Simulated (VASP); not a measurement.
An input for Quantum ESPRESSO's pw.x (written as the equivalent of a VASP run, and not itself run):

```
&CONTROL
  calculation = 'scf'
  pseudo_dir = './pseudo'
  outdir = './out'
  tprnfor = .true.
  tstress = .true.
/
&SYSTEM
  ibrav = 0
  nat = 2
  ntyp = 2
  ecutwfc = 84
  occupations = 'smearing'
  smearing = 'methfessel-paxton'
  degauss = 0.003675
  input_dft = 'pbe'
/
&ELECTRONS
  conv_thr = 7.3e-08
  electron_maxstep = 100
/
ATOMIC_SPECIES
  V 50.941 V.upf
  N 14.007 N.upf
CELL_PARAMETERS angstrom
     0.0000000    2.0624650    2.0624650
     2.0624650    0.0000000    2.0624650
     2.0624650    2.0624650    0.0000000
ATOMIC_POSITIONS crystal
  V    0.0000000  0.0000000  0.0000000
  N    0.5000000  0.5000000  0.5000000
K_POINTS automatic
  15 15 15 0 0 0
```

Question: Write the VASP files for the same calculation (PBE).

Answer: One answer among several that fit: 
File POSCAR:
```
VN
4.124930
  0.0000000000   0.5000000000   0.5000000000
  0.5000000000   0.0000000000   0.5000000000
  0.5000000000   0.5000000000   0.0000000000
V N
1 1
Cartesian
  0.0000000000   0.0000000000   0.0000000000
  0.5000000000   0.5000000000   0.5000000000
```

**KPOINTS**
```
Automatic mesh
0
Gamma
15 15 15
0 0 0
```

**INCAR**
```
LWAVE = .FALSE.
GGA = PE
EDIFF = 1E-6   ! SCF stop (eV)
ISIF = 2
ALGO = Normal   ! blocked Davidson
ISMEAR = 1   ! Methfessel-Paxton
SIGMA = 0.05   ! width (eV)
ENCUT = 400   ! plane-wave cut-off (eV)
LCHARG = .FALSE.
NELM = 100
LASPH = .TRUE.   ! aspherical one-centre terms
LMAXMIX = 4
PREC = Accurate
SYSTEM = VN
LREAL = .FALSE.   ! projection in real space or not
```

POTCAR, in this order: V_sv N (PBE.64 set). Program: vasp_std.

The two are equivalent in intent, not identical: the potentials are each code's own (VASP's PAW set, PseudoDojo norm-conserving files in pw.x), so ENCUT and ecutwfc are chosen apart and not converted; conv_thr bounds pw.x's estimated SCF error, while EDIFF bounds the energy change between steps.

The structure comes from a computed database's VN entry; how it stands against other phases isn't given here. The cell was not relaxed at this level. The run is one of a series of settings (KPOINTS 15×15×15 Γ-centred mesh against the base run), some of them coarse on purpose.
